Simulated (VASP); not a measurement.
Data:

```yaml
crystal:
  lattice:
    - [0.00000, 3.76932, 3.76932]
    - [3.76932, 0.00000, 3.76932]
    - [3.76932, 3.76932, 0.00000]
  atoms:
    - { symbol: Hg, position: [0.00000, 0.00000, 0.00000] }
    - { symbol: I, position: [0.25000, 0.25000, 0.25000] }
    - { symbol: I, position: [0.75000, 0.75000, 0.75000] }
```

These are PBEsol GGA, VASP's PBE PAW potentials (set 64) (plane waves; VASP) values and carry that method's errors. Numerical set-up: 400 eV cut-off, Gaussian smearing of 0.050 eV, potentials Hg I.

Unless said otherwise, spin-orbit coupling is left out, though it shifts the bands of the heavy elements here.

Problem. Estimate the band gap (along the path) with the smallest direct gap where there is one.

Solution. 
| Quantity | Value |
|---|---|
| band gap (along the path) | none (metal, semimetal or under 0.01 eV) |

The structure was generated: HgI2 was put into the fluorite type (Fm-3m), which need not be its known phase. It was relaxed first, which changed the volume by +17 %.
